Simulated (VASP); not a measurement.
Consider the following.

```
CELL_PARAMETERS angstrom
     -1.13832     1.13832     1.13832
      1.13832    -1.13832     1.13832
      1.13832     1.13832    -1.13832
ATOMIC_POSITIONS crystal
  B  0.00000 0.00000 0.00000
```

Method: PBEsol GGA, VASP's PBE PAW potentials (set 64) (plane waves; VASP). Settings: 520 eV cut-off, 20×20×20 Γ-centred mesh, first-order Methfessel-Paxton smearing of 0.10 eV, potentials B.

Energy and stress use the plane-wave basis of the starting cell.

### Question
The ions, cell shape and volume are relaxed. Predict the relaxed structure.

### Answer

```
CELL_PARAMETERS angstrom
     -1.14848     1.14848     1.14848
      1.14848    -1.14848     1.14848
      1.14848     1.14848    -1.14848
ATOMIC_POSITIONS crystal
  B  0.00000 0.00000 0.00000
```
Space group Im-3m (229), at a tolerance of 0.03 Å.

### Question
How do energy and volume change from the first to the last step?

### Answer
The energy (σ→0) changes by -3.3 meV/atom and the volume by +2.7 %, in 3 ionic steps.

The structure was generated: B was put into the bcc type (Im-3m), which need not be its known phase. This run relaxes it. Symmetry was kept, so distortions that lower it aren't found.
